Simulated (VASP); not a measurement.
Write the native input for VASP 6.6.1 that does the following.

```
Task                   : relaxation of cell and atoms
Functional             : PBE
Potentials or basis    : VASP PAW PBE potentials, release 64 (Al, Si, F)
Cutoff                 : 520 eV
k mesh                 : 4 × 4 × 2
Occupations            : gaussian, width 0.15 eV
Spin                   : no spin polarisation
Further INCAR settings : PREC = Normal; ALGO = Fast; EDIFF = 0.0001; IBRION = 2; EDIFFG = -0.08; NSW = 24; ISIF = 3
```

The structure of Al3Si2F lies in POSCAR:

```
Al3Si2F
1.0
    3.7584165700      0.0000000000      0.0000000000
   -1.8792082800      3.2548842300      0.0000000000
    0.0000000000      0.0000000000      7.4111932300
Al Si F
3 2 1
Direct
    0.3333333300      0.6666666700      0.5000000000
    0.6666666700      0.3333333300      0.5000000000
    0.0000000000      0.0000000000      0.5000000000
    0.0000000000      0.0000000000      0.2452686100
    0.0000000000      0.0000000000      0.7547313900
    0.0000000000      0.0000000000      0.0000000000
```

The cell was built by a generator and needn't be a form met in nature.

One way to write it, as run:

INCAR

```
SYSTEM = Al3Si2F
  PREC = Normal
  ENCUT = 520
  EDIFF = 1E-4
  ISMEAR = 0
  SIGMA = 0.15
  LREAL = .FALSE.
  LASPH = .TRUE.
  NELM = 60
  ALGO = Fast
  ISIF = 3
  LWAVE = .FALSE.
  LCHARG = .FALSE.
  GGA = PE
  IBRION = 2
  NSW = 24
  EDIFFG = -0.08
```

KPOINTS

```
Automatic mesh
0
G
  4 4 2
  0 0 0
```

Potentials or basis: VASP PAW PBE potentials, release 64 (Al, Si, F).

Launch:

```bash
$ cat potpaw_PBE.64/Al/POTCAR potpaw_PBE.64/Si/POTCAR potpaw_PBE.64/F/POTCAR > POTCAR
$ mpirun -np 1 vasp_std > vasp.out
```

Results of the run:

The relaxed volume is 24.96 Å³/atom and the relaxed cell is a = 4.440 Å, b = 4.440 Å, c = 8.771 Å, α = 90.00°, β = 90.00°, γ = 120.00°. The space group after relaxing (to 0.05 Å) is P6/mmm (No. 191) and the energy gained by relaxing is 1609.1 meV/atom. The ionic steps are 7 and the pressure after relaxing is -0.1 GPa. The largest force after relaxing is 0.049 eV/Å and the band gap on the k mesh is none (metal or under the smearing width).

Caveat: the k mesh is coarse (spacing up to 0.48 Å⁻¹), so the values aren't converged; the volume moved by over 15 % at a fixed basis, so the end points are rough; the relaxation stopped at a loose force limit of 0.08 eV/Å, so its end isn't a converged minimum.

Wall time 25 s on 1 thread of Intel(R) Xeon(R) Platinum 8488C (Sapphire Rapids) (shared host), peak memory 0.16 GiB.
